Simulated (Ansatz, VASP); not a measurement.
# Cu (Cu wire along [110], 9 atoms a period): VASP beside Ansatz

One calculation is typed for both programs; each brings its own data sets. How far apart do they land? Of the first pair: The structure shown is the start of the Ansatz relaxation below; VASP solves that cell, so the two are compared at the walk's first step.

Calculated with Ansatz 0.2.0; plane waves, with VASP 6.6.1 beside it; single point at PBE.

**1. The starting structure**

The cell holds 9 atoms: 9 Cu. Cell: a = 14.060 Å, b = 11.934 Å, c = 2.567 Å, α = 90.0°, β = 90.0°, γ = 90.0°. Vacuum lies along a and b. The structure's axis is c.

**2. Ansatz: relaxation, PBE**

Ansatz runs on its PAW soft_1 files.

The two programs are compared at the cell with which this relaxation starts, whose forces are those of its first step.

Contents of input.yaml:

```yaml
crystal:
  lattice:
    - [14.06, 0.0, 0.0]
    - [0.0, 11.934, 0.0]
    - [0.0, 0.0, 2.5667976157]
  atoms:
    - { symbol: Cu, position: [0.241820768, 0.499983041, 0.0] }
    - { symbol: Cu, position: [0.5, 0.284900285, 0.0] }
    - { symbol: Cu, position: [0.5, 0.499983041, 0.0] }
    - { symbol: Cu, position: [0.758179232, 0.499983041, 0.0] }
    - { symbol: Cu, position: [0.370910384, 0.392441663, 0.5] }
    - { symbol: Cu, position: [0.370910384, 0.60752442, 0.5] }
    - { symbol: Cu, position: [0.629089616, 0.392441663, 0.5] }
    - { symbol: Cu, position: [0.629089616, 0.60752442, 0.5] }
    - { symbol: Cu, position: [0.5, 0.715065798, 0.0] }
kpoints:
  mp_grid: { grid: [1, 1, 32] }
scf:
  occupations: { method: fermi_dirac, width: 0.05 }
hamiltonian:
  xc: pbe
  pseudopotentials: { kind: paw, azcp: { folder: soft_1 } }
relax:
  cell: { fix: [a, b, alpha, beta, gamma] }
  max_steps: 45
  f_tol: 0.03
```

Launch:

```
$ ansatz run input.yaml --threads 4 --pin off --max-ram 16384MiB --backend cpu --events-out ev --progress --plain --runs-dir out
```

Numbers of over 12 decimals in the logs are rounded to 6 here.

The log of the run:

```text
Engine: ansatz 0.2.0, aarch64-unknown-linux-gnu
Pseudopotentials: kind: paw
Pseudopotential: Cu, paw, valence charge 19, recommended cutoff 420 eV (normal), soft_1/Cu.paw.azcp
Functional definition: PBE
  parameter kappa = 0.804
  parameter beta = 0.066725
  exchange = pbe_x(kappa = kappa, mu = beta*pi^2/3)
  correlation = pbe_c(beta = beta)
Crystal: 9 atoms, lattice volume = 430.688 Å³
Basis set: ecut = 420 eV, 8433 PW (Γ), exchange–correlation on 192×160×36 points (8 copies of the dense FFT grid, shifted against one another)
Bands: 103, of which v1, the nominal top of the filled ones, is band 86 counted from 1 (85 counted from 0)
Symmetry: 8 space group operations
Space group: Pmmm (ITA 47), of the structure as read, at distance tolerance 7.6e-5 Å
k-points: 17 of 32
Non-local potential: Cu, projectors of the file, l = 0: 3, l = 1: 2, l = 2: 3, l = 3: 1
PAW form: soft (Blöchl's): semilocal exchange-correlation on the pseudo side does not see the compensation charge
PAW one-centre angular grid: Cu, 590 points (default); XC on 64 Gauss nodes
Initial density: superposition of atomic densities (neutral atoms: chi_scale 0, normalization atom)
Initial wavefunctions: pseudopotential atomic-orbital guess
Functional: x = pbe(κ = 0.804, μ = 0.219515), c = pbe(β = 0.066725)
SCF iter   1: F=—  HF=-59626.587013 eV  |F-HF|=—  |Δ(HF+E_count)|=         —  Δρ=1.09e-1  dr2=3.22e1  ethr=3.10e-3  ⟨swp⟩=7.6  Hψ=7501  notcnv=0  defer=14
preconditioner: auto → LDOS  [metal: Δε(μ)=0.088 eV  Ē_g=6.204 eV  σ=0.050 eV  W_gap=0.41  n_scr=74 (ndim 8)  ℏωp=17.8 eV  f_vac=0.654  D(μ)=3.97/eV (n_scr^D=20)  β→1.0]
SCF iter   2: F=—  HF=-59656.802357 eV  |F-HF|=—  |Δ(HF+E_count)|=    3.02e1  Δρ=2.14e-1  dr2=1.09e2  ethr=3.10e-3  ⟨swp⟩=4.0  Hψ=5571  notcnv=0  defer=141  recentre
SCF iter   3: F=—  HF=-59621.394776 eV  |F-HF|=—  |Δ(HF+E_count)|=    3.54e1  Δρ=3.50e-2  dr2=3.43e0  ethr=3.10e-3  ⟨swp⟩=4.0  Hψ=4717  notcnv=0  defer=174
SCF iter   4: F=—  HF=-59620.914094 eV  |F-HF|=—  |Δ(HF+E_count)|=   4.81e-1  Δρ=1.41e-2  dr2=5.04e-1  ethr=2.01e-3  ⟨swp⟩=2.1  Hψ=3455  notcnv=0  defer=168
SCF iter   5: F=—  HF=-59620.828347 eV  |F-HF|=—  |Δ(HF+E_count)|=   8.57e-2  Δρ=3.75e-3  dr2=3.31e-2  ethr=2.95e-4  ⟨swp⟩=2.0  Hψ=2890  notcnv=0  defer=169
SCF iter   6: F=—  HF=-59620.834656 eV  |F-HF|=—  |Δ(HF+E_count)|=   6.31e-3  Δρ=1.51e-3  dr2=4.60e-3  ethr=1.94e-5  ⟨swp⟩=2.0  Hψ=2574  notcnv=0  defer=169
SCF iter   7: F=—  HF=-59620.840172 eV  |F-HF|=—  |Δ(HF+E_count)|=   5.52e-3  Δρ=7.80e-4  dr2=1.58e-3  ethr=2.69e-6  ⟨swp⟩=2.0  Hψ=2513  notcnv=0  defer=169
SCF iter   8: F=—  HF=-59620.841697 eV  |F-HF|=—  |Δ(HF+E_count)|=   1.52e-3  Δρ=4.86e-4  dr2=6.33e-4  ethr=9.26e-7  ⟨swp⟩=2.0  Hψ=2509  notcnv=0  defer=169
SCF iter   9: F=—  HF=-59620.841628 eV  |F-HF|=—  |Δ(HF+E_count)|=   6.91e-5  Δρ=1.30e-4  dr2=7.48e-5  ethr=3.70e-7  ⟨swp⟩=2.0  Hψ=2384  notcnv=0  defer=169
SCF iter  10: F=—  HF=-59620.841830 eV  |F-HF|=—  |Δ(HF+E_count)|=   2.02e-4  Δρ=3.82e-5  dr2=6.58e-6  ethr=4.37e-8  ⟨swp⟩=2.0  Hψ=2463  notcnv=0  defer=169
SCF iter  11: F=—  HF=-59620.841842 eV  |F-HF|=—  |Δ(HF+E_count)|=   1.24e-5  Δρ=1.15e-5  dr2=5.04e-7  ethr=3.85e-9  ⟨swp⟩=2.0  Hψ=2419  notcnv=0  defer=169
SCF iter  12: F=—  HF=-59620.841844 eV  |F-HF|=—  |Δ(HF+E_count)|=   1.14e-6  Δρ=6.36e-6  dr2=1.07e-7  ethr=5.85e-11  ⟨swp⟩=5.0  Hψ=6251  notcnv=0
SCF iter  13: F=-59620.841844 eV  HF=-59620.841844 eV  |F-HF|=6.47e-8  |Δ(HF+E_count)|=   3.92e-7  Δρ=4.85e-6  dr2=6.27e-8  ethr=5.85e-11  ⟨swp⟩=4.0  Hψ=5570  notcnv=0
SCF 1 converged in 13 iterations: F = -59620.841844 eV  dr2 = 6.27e-8
  greatest PAW one-centre occupation: 1.000 electrons in one spin orbital (limit 2), on the Cu atom at site 3 (counted from 0), in its partial waves of l = 0
relax step   1: F+E_penalty+E_count = -59620.84184384 eV  Δ(F+E_penalty+E_count) = +0.000e0 eV  max|allowed force component| = 6.180e-1 eV/Å  Δτ_max = 0.0000 Å  P = -1.818 GPa  Ω = 430.688 Å³  fix = [a, b, alpha, beta, gamma]  reactions: a -1.583, b -1.267 GPa  (13 SCF iters, dr2 threshold 1.00e-7 eV, accepted)
[...]
relax step   4: F+E_penalty+E_count = -59621.08768289 eV  Δ(F+E_penalty+E_count) = +1.200e-3 eV  max|allowed force component| = 7.008e-2 eV/Å  Δτ_max = 0.0330 Å  P = -0.022 GPa  Ω = 415.457 Å³  energy of the carried Pulay correction = +3.259e-3 eV  fix = [a, b, alpha, beta, gamma]  (8 SCF iters, dr2 threshold 5.50e-7 eV, rejected (line search))
[...]
relax step   5: F+E_penalty+E_count = -59621.09229569 eV  Δ(F+E_penalty+E_count) = -3.413e-3 eV  max|allowed force component| = 2.589e-3 eV/Å  Δτ_max = 0.0119 Å  P = -0.012 GPa  Ω = 416.631 Å³  energy of the carried Pulay correction = +3.004e-3 eV  fix = [a, b, alpha, beta, gamma]  reactions: a +0.016, b -0.059 GPa  (13 SCF iters, accepted)
[...]
relax step   6: F+E_penalty+E_count = -59621.08880018 eV  Δ(F+E_penalty+E_count) = +3.496e-3 eV  max|allowed force component| = 2.580e-3 eV/Å  Δτ_max = 0.0000 Å  P = -0.008 GPa  Ω = 416.631 Å³  fix = [a, b, alpha, beta, gamma]  reactions: a +0.019, b -0.056 GPa  stress off target by 1.38e-2 GPa on what of the cell is left free  SCF on the basis re-selected at this cell (its energy is not comparable with the rows above)  (9 SCF iters)
basis re-selected at this cell: Δ(F+E_penalty+E_count) = +3.496e-3 eV, ΔP = +0.004 GPa vs the last step (what re-selecting the basis moved, of the pressure what is left beyond the Pulay correction that the steps carried, after the strain that the cell walked since its last selection, with what the two solves' SCF thresholds leave and, on support functions, any second-order correction that the steps lacked; it is no m [...]
SCF converged after 9 iterations
Free energy (F): -59621.088800 eV
Harris-Foulkes:  -59621.088800 eV  (|F-HF|=2.18e-11)
Internal energy: -59621.063645 eV  (E = F + TS)
E sigma→0 (E₀):  -59621.076223 eV
Entropy (-TS):   -0.025155 eV (-2.795 meV/atom)
Fermi energy:    0.829547 eV
--- Per-component energies (eV) ---
  E_band       = -5895.509617
  E_kinetic    = 2354.884092
  E_local      = -162623.434996  (includes V_loc(G=0)·N_el)
  E_nonlocal   = 8047.423424
  E_hartree    = 76924.558346
  E_xc         = -610.103938
  E_vxc        = -786.686152  (∫ρ·V_xc dr)
  E_paw        = -16368.873818  (= ΣΔE_a)
  E_vpaw       = -6736.822090  (= ΣTr[D̂ρ^β])
  E_aug_tail   = 0.008994  (compensation charges beyond the density's cutoff)
  E_ewald      = 32654.474251
  E_smearing   = -0.025155  (= −TS)
  E_closure    = 0.000000  (closes the sum)
  Σ components = -59621.088800   (vs F -59621.088800, Δ=0.00e0)
--- Forces (eV/Å), atoms counted from 1 ---
  atom   1  Cu     0.00094638     0.00000000     0.00000000
  atom   2  Cu     0.00000000     0.00087759     0.00000000
  atom   3  Cu    -0.00000000     0.00000000     0.00000000
  atom   4  Cu    -0.00094638     0.00000000     0.00000000
  atom   5  Cu    -0.00258043    -0.00168782     0.00000000
  atom   6  Cu    -0.00258043     0.00168782     0.00000000
  atom   7  Cu     0.00258043    -0.00168782     0.00000000
  atom   8  Cu     0.00258043     0.00168782     0.00000000
  atom   9  Cu    -0.00000000    -0.00087759     0.00000000
  max |Σ_I F_I| component: 2.17e-19 eV/Å
--- Stress (GPa, compression-positive) ---
        0.018679       0.000000       0.000000
        0.000000      -0.056165       0.000000
        0.000000       0.000000       0.013799
  P = ⅓ Tr σ = -0.0079 GPa (-0.079 kbar)
--- Relaxed structure (5 steps of the walk, 4 accepted, 1 SCFs on fresh bases) ---
  F+E_penalty+E_count = -59621.08880018 eV   max|allowed force component| = 2.580e-3 eV/Å   (the final SCF, on the basis selected at the relaxed cell)
  cell:  # Å, volume = 416.6311 Å³
    - [14.06, 0.0, 0.0]
    - [0.0, 11.934, 0.0]
    - [0.0, 0.0, 2.483021]
  atoms:
    - { symbol: Cu, position: [0.249349, 0.499983, 0.0] }
    - { symbol: Cu, position: [0.500000, 0.293454, 0.0] }
    - { symbol: Cu, position: [0.500000, 0.499983, 0.0] }
    - { symbol: Cu, position: [0.750651, 0.499983, 0.0] }
    - { symbol: Cu, position: [0.369981, 0.390928, 0.500000] }
    - { symbol: Cu, position: [0.369981, 0.609039, 0.500000] }
    - { symbol: Cu, position: [0.630019, 0.390928, 0.500000] }
    - { symbol: Cu, position: [0.630019, 0.609039, 0.500000] }
    - { symbol: Cu, position: [0.500000, 0.706512, 0.0] }
```

Reading the cycles: dr2 is the Hartree energy of the density residual (eV), the measure of convergence; HF is the Harris–Foulkes estimate of the energy, which meets the free energy F at convergence.

**3. VASP: single point, PBE, start cell, pair 1**

The same cell, functional, mesh and smearing now go to VASP, with its own data sets.

Lines of VASP's logs that name or quote its potential files are left out, and so is its time.

Contents of INCAR:

```
SYSTEM = Cu
PREC = Accurate
ENCUT = 520
EDIFF = 1E-06
NELM = 120
ISMEAR = -1
SIGMA = 0.05
LREAL = .FALSE.
ALGO = Normal
GGA = PE
NBANDS = 61
LASPH = .TRUE.
LORBIT = 11
LWAVE = .FALSE.
LCHARG = .FALSE.
ISIF = 2
GGA_COMPAT = .FALSE.
KPAR = 2
```

Contents of POSCAR:

```
Cu
1.0
   14.0600000000      0.0000000000      0.0000000000
    0.0000000000     11.9340000000      0.0000000000
    0.0000000000      0.0000000000      2.5667980000
Cu
9
Direct
    0.2418207681      0.4999830736      0.0000000000
    0.5000000000      0.2849003268      0.0000000000
    0.5000000000      0.4999830736      0.0000000000
    0.7581792319      0.4999830736      0.0000000000
    0.3709103841      0.3924417212      0.5000000000
    0.3709103841      0.6075244260      0.5000000000
    0.6290896159      0.3924417212      0.5000000000
    0.6290896159      0.6075244260      0.5000000000
    0.5000000000      0.7150658204      0.0000000000
```

Contents of KPOINTS:

```
Automatic mesh
0
Gamma
1 1 32
0 0 0
```

Potentials, in the order of the species: Cu (PBE family, release 64).

Launch:

```
$ mpirun -np 2 vasp_std
```

The log of the run:

```text
[banner, memory and clock lines left out]
running    2 mpi-ranks, on    1 nodes
 distrk:  each k-point on    1 cores,    2 groups
 distr:  one band on    1 cores,    1 groups

 POSCAR found type information on POSCAR Cu
 POSCAR found :  1 types and       9 ions
 LDA part: xc-table for (Slater+PW92), standard interpolation
 POSCAR, INCAR and KPOINTS ok, starting setup
 FFT: planning ... GRIDC
 FFT: planning ... GRID_SOFT
 FFT: planning ... GRID
 WAVECAR not read
 entering main loop
       N       E                     dE             d eps       ncg     rms          rms(c)
DAV:   1     0.822141389406E+03    0.82214E+03   -0.39612E+04  2074   0.172E+03
DAV:   2     0.382629924538E+02   -0.78388E+03   -0.75978E+03  2074   0.380E+02
DAV:   3    -0.301873761170E+02   -0.68450E+02   -0.63974E+02  2257   0.169E+02
DAV:   4    -0.335047420043E+02   -0.33174E+01   -0.32626E+01  2323   0.453E+01
DAV:   5    -0.336025539395E+02   -0.97812E-01   -0.97701E-01  2528   0.583E+00    0.193E+01
DAV:   6    -0.311208210543E+02    0.24817E+01   -0.75755E+01  2410   0.112E+02    0.116E+01
DAV:   7    -0.279173480046E+02    0.32035E+01   -0.15883E+01  2423   0.566E+01    0.189E+00
DAV:   8    -0.279639364813E+02   -0.46588E-01   -0.18740E+00  2454   0.293E+01    0.217E+00
DAV:   9    -0.279161175005E+02    0.47819E-01   -0.41536E-01  2379   0.180E+01    0.142E+00
DAV:  10    -0.278854390020E+02    0.30678E-01   -0.15828E-01  2394   0.499E+00    0.246E-01
DAV:  11    -0.278846447372E+02    0.79426E-03   -0.14947E-02  2539   0.378E+00    0.223E-01
DAV:  12    -0.278827104874E+02    0.19342E-02   -0.47373E-03  2738   0.212E+00    0.913E-02
DAV:  13    -0.278821378688E+02    0.57262E-03   -0.25203E-03  3085   0.117E+00    0.641E-02
DAV:  14    -0.278820236249E+02    0.11424E-03   -0.64357E-04  2607   0.798E-01    0.509E-02
DAV:  15    -0.278819495890E+02    0.74036E-04   -0.60647E-04  2527   0.709E-01    0.385E-02
DAV:  16    -0.278821050028E+02   -0.15541E-03   -0.25248E-04  2363   0.438E-01    0.178E-02
DAV:  17    -0.278824528168E+02   -0.34781E-03   -0.14501E-04  2628   0.162E-01    0.199E-02
DAV:  18    -0.278826274174E+02   -0.17460E-03   -0.48427E-05  2315   0.171E-01    0.855E-03
DAV:  19    -0.278827125834E+02   -0.85166E-04   -0.17603E-05  2370   0.894E-02    0.324E-03
DAV:  20    -0.278827550339E+02   -0.42450E-04   -0.88342E-06  2228   0.411E-02    0.422E-03
DAV:  21    -0.278827619328E+02   -0.68990E-05   -0.21837E-06  1391   0.255E-02    0.106E-03
DAV:  22    -0.278827629058E+02   -0.97303E-06   -0.49865E-07  1318   0.852E-03
   1 F= -.27882763E+02 E0= -.27871409E+02  d E =-.227081E-01
```

OUTCAR, selected parts (step 3):

```text
ion  position               nearest neighbor table
   1  0.242  0.500  0.000-   5 2.57   6 2.57   5 2.57   6 2.57
   2  0.500  0.285  0.000-   3 2.57   5 2.57   7 2.57   5 2.57   7 2.57
   3  0.500  0.500  0.000-   2 2.57   9 2.57   6 2.57   7 2.57   8 2.57   5 2.57   5 2.57   6 2.57
                             7 2.57   8 2.57
   4  0.758  0.500  0.000-   7 2.57   8 2.57   7 2.57   8 2.57
   5  0.371  0.392  0.500-   6 2.57   3 2.57   3 2.57   1 2.57   1 2.57   2 2.57   2 2.57
   6  0.371  0.608  0.500-   5 2.57   3 2.57   3 2.57   1 2.57   1 2.57   9 2.57   9 2.57
   7  0.629  0.392  0.500-   8 2.57   3 2.57   3 2.57   4 2.57   4 2.57   2 2.57   2 2.57
   8  0.629  0.608  0.500-   7 2.57   3 2.57   3 2.57   4 2.57   4 2.57   9 2.57   9 2.57
   9  0.500  0.715  0.000-   3 2.57   6 2.57   8 2.57   6 2.57   8 2.57

  LATTYP: Found a simple orthorhombic cell.
 ALAT       =     2.5667980000
 B/A-ratio  =     4.6493724867
 C/A-ratio  =     5.4776417934

 Subroutine GETGRP returns: Found  8 space group operations
 (whereof  4 operations were pure point group operations)

The static configuration has the point symmetry C_2v.
 The point group associated with its full space group is D_2h.

 Found     17 irreducible k-points:

   k-points           NKPTS =     17   k-points in BZ     NKDIM =     17   number of bands    NBANDS=     61

   dimension x,y,z NGX =   108 NGY =   90 NGZ =   20
   dimension x,y,z NGXF=   216 NGYF=  180 NGZF=   40

   ENCUT  =  520.0 eV  38.22 Ry    6.18 a.u.  26.14 22.19  4.77*2*pi/ulx,y,z

   NELECT =      99.0000    total number of electrons

 k-points in reciprocal lattice and weights: Automatic mesh
   0.00000000  0.00000000  0.00000000       0.031
   0.00000000  0.00000000  0.03125000       0.062
   0.00000000  0.00000000  0.06250000       0.062
   0.00000000  0.00000000  0.09375000       0.062
   0.00000000  0.00000000  0.12500000       0.062
   0.00000000  0.00000000  0.15625000       0.062
   0.00000000  0.00000000  0.18750000       0.062
   0.00000000  0.00000000  0.21875000       0.062
   0.00000000  0.00000000  0.25000000       0.062
[...]
0.00000000  0.00000000  0.46875000       0.062
   0.00000000  0.00000000  0.50000000       0.031

 average (electrostatic) potential at core
       1 -72.1116       2 -72.2291       3 -72.5870       4 -72.1116       5 -72.3945
       6 -72.3945       7 -72.3945       8 -72.3945       9 -72.2291

 E-fermi :  -1.4916

 k-point     1 :       0.0000    0.0000    0.0000
  band No.  band energies     occupation
    ...
     48      -2.7588      2.00000
     49      -2.7364      2.00000
     50      -2.5734      2.00000
     51      -2.1907      2.00000
     52      -2.0393      1.99997
     53      -1.0400      0.00024
     54      -0.7087      0.00000
     55      -0.2487      0.00000
     56      -0.1790      0.00000
     57       0.8375      0.00000
    ...

 k-point     2 :       0.0000    0.0000    0.0312
  band No.  band energies     occupation
    ...
     48      -2.7675      2.00000
     49      -2.7570      2.00000
     50      -2.5234      2.00000
     51      -2.1661      2.00000
     52      -2.0069      1.99993
     53      -1.0014      0.00011
     54      -0.6615      0.00000
     55      -0.2191      0.00000
     56      -0.1490      0.00000
     57       0.8723      0.00000
    ...

 k-point     3 :       0.0000    0.0000    0.0625
  band No.  band energies     occupation
    ...
     48      -2.8082      2.00000
     49      -2.7895      2.00000
     50      -2.4032      2.00000
     51      -2.0951      1.99999
     52      -1.9167      1.99959
     53      -0.8927      0.00001
     54      -0.5261      0.00000
     55      -0.1304      0.00000
     56      -0.0607      0.00000
     57       0.9750      0.00000
    ...

  Total       -3.9145660     -3.1792248     -6.5282769      0.0000000      0.0000000      0.0000000
  in kB      -14.5623396    -11.8268413    -24.2854471      0.0000000      0.0000000      0.0000000
  external PRESSURE =     -16.8915427 kB  Pullay stress =       0.0000000 kB

  energy-cutoff  :      520.00
  volume of cell :      430.69
      direct lattice vectors                 reciprocal lattice vectors
    14.060000000  0.000000000  0.000000000     0.071123755  0.000000000  0.000000000
     0.000000000 11.934000000  0.000000000     0.000000000  0.083794201  0.000000000
     0.000000000  0.000000000  2.566798000     0.000000000  0.000000000  0.389590455

 POSITION                                       TOTAL-FORCE (eV/Angst)
 -----------------------------------------------------------------------------------
      3.40000      5.96680      0.00000         0.579207     -0.000000     -0.000000
      7.03000      3.40000      0.00000         0.000000      0.508150     -0.000000
      7.03000      5.96680      0.00000         0.000000     -0.000000     -0.000000
     10.66000      5.96680      0.00000        -0.579207     -0.000000     -0.000000
      5.21500      4.68340      1.28340        -0.037342      0.065368      0.000000
      5.21500      7.25020      1.28340        -0.037342     -0.065368      0.000000
      8.84500      4.68340      1.28340         0.037342      0.065368     -0.000000
      8.84500      7.25020      1.28340         0.037342     -0.065368     -0.000000
      7.03000      8.53360      0.00000         0.000000     -0.508150     -0.000000
 -----------------------------------------------------------------------------------
    total drift:                                0.000000      0.000001     -0.000000

  FREE ENERGIE OF THE ION-ELECTRON SYSTEM (eV)
  ---------------------------------------------------
  free  energy   TOTEN  =       -27.8827629058 eV

  energy  without entropy=      -27.8600547853  energy(sigma->0) =      -27.87140885

 total charge
# of ion       s       p       d       tot
------------------------------------------
    1        0.456   0.180   9.228   9.864
    2        0.443   0.220   9.210   9.873
    3        0.433   0.347   9.198   9.979
    4        0.456   0.180   9.228   9.864
    5        0.436   0.278   9.198   9.911
    6        0.436   0.278   9.198   9.911
    7        0.436   0.278   9.198   9.911
    8        0.436   0.278   9.198   9.911
    9        0.443   0.220   9.210   9.873
--------------------------------------------------
tot          3.974   2.258  82.866  89.098

[... 3 further parts left out ...]
```

**4. Differences**

Known differences besides the potentials themselves: the data sets hold 171 valence electrons in Ansatz (on its PAW soft_1 files) and 99 in VASP; the cutoff is 420 eV in Ansatz and 520 eV in VASP. Total energies have different zeros and are not compared.

Forces (eV/Å; atoms numbered as in POSCAR):

```
atom         Ansatz x, y, z           VASP x, y, z
 Cu1    0.618, 0.000, 0.000    0.579, 0.000, 0.000
 Cu2    0.000, 0.547, 0.000    0.000, 0.508, 0.000
 Cu3    0.000, 0.000, 0.000    0.000, 0.000, 0.000
 Cu4   -0.618, 0.000, 0.000   -0.579, 0.000, 0.000
 Cu5   -0.024, 0.081, 0.000   -0.037, 0.065, 0.000
 Cu6  -0.024, -0.081, 0.000  -0.037, -0.065, 0.000
 Cu7    0.024, 0.081, 0.000    0.037, 0.065, 0.000
 Cu8   0.024, -0.081, 0.000   0.037, -0.065, 0.000
 Cu9   0.000, -0.547, 0.000   0.000, -0.508, 0.000
```

The forces differ by 17 meV/Å r.m.s., which is 8.0 % of the r.m.s. force of 0.212 eV/Å (both taken over all components).

**5. What the set-up changes**

Further runs change the set-up of one program: Ansatz's method, potentials or start, or VASP's data sets, cutoff or form of LDA. The table gives that difference for each run.

```
                                                    run  r.m.s. force difference (meV/Å)
                                               as above                               17
VASP with the data sets Cu_sv_GW and a cutoff of 610 eV                              1.7
```

(Part 1 of 2 ends here.)

[Lines on the potential files, build, host, timing and source positions are cut from VASP's logs without a mark.]

[Logs are printed without paths, hosts, clocks, repeated set-up lines and the standing remarks that a program may print on its own settings, such as how far it seeks lower states.]

[Hosts, paths, dates, database ids (printed as entryN), source tags and the programs' standing remarks are cut or masked in the printed files.]
